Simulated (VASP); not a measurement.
```xyz
5
Lattice="-2.0560 2.0560 4.8133 2.0560 -2.0560 4.8133 2.0560 2.0560 -4.8133" Properties=species:S:1:pos:R:3 pbc="T T T"
Ca     0.0000     0.0000     9.6266
P      0.0000     0.0000     5.8993
P      2.0560     2.0560    -1.0860
Pd     0.0000     2.0560     2.4067
Pd     2.0560     0.0000     2.4067
```

These are PBEsol GGA, VASP's PBE PAW potentials (set 64) (plane waves; VASP 6.6.1) values and carry that method's errors. Settings: 400 eV cut-off, Gaussian smearing of 0.050 eV, potentials Ca_sv P Pd.

Problem. Estimate the band gap (along the path) with the smallest direct gap where there is one.

Solution. 
```
Quantity                                                     Result
-------------------------  ----------------------------------------
band gap (along the path)  none (metal, semimetal or under 0.01 eV)
```

Total energies compare only between runs with the same potentials, cut-off and functional.

The structure comes from a computed database's CaPd2P2 entry (I4/mmm); how it stands against other phases isn't given here. It was relaxed first.
